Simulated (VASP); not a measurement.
## Os (relaxed from the simple-cubic structure, space group Pm-3m): computed properties

Computed with r2SCAN meta-GGA, VASP's PBE PAW potentials (set 64) (plane waves; VASP 6.6.1).

For Os, the space group is Pm-3m (221) and the cell comes out as a = b = c = 2.539 Å, α = β = γ = 90.00°. The volume per atom comes out as 16.38 Å³/atom, the band gap (over mesh and band path) is none (metal, semimetal or under 0.01 eV) and the density is 19.29 g/cm³.

Os is taken in the cubic space group Pm-3m (No. 221), the simple cubic structure, Pearson symbol cP1. Lattice parameters: a = b = c = 2.539 Å, α = β = γ = 90.00°. Os on 1a is coordinated by 6 Os at 2.539 Å (octahedral). (Neighbours: up to the widest gap in distance over summed covalent radii, below 1.35, at either atom.)

Unless said otherwise, spin-orbit coupling is left out, though it shifts the bands of the heavy elements here.

The structure was generated: Os was put into the simple-cubic type (Pm-3m), which need not be its known phase. It was relaxed first. Symmetry was kept, so distortions that lower it aren't found.
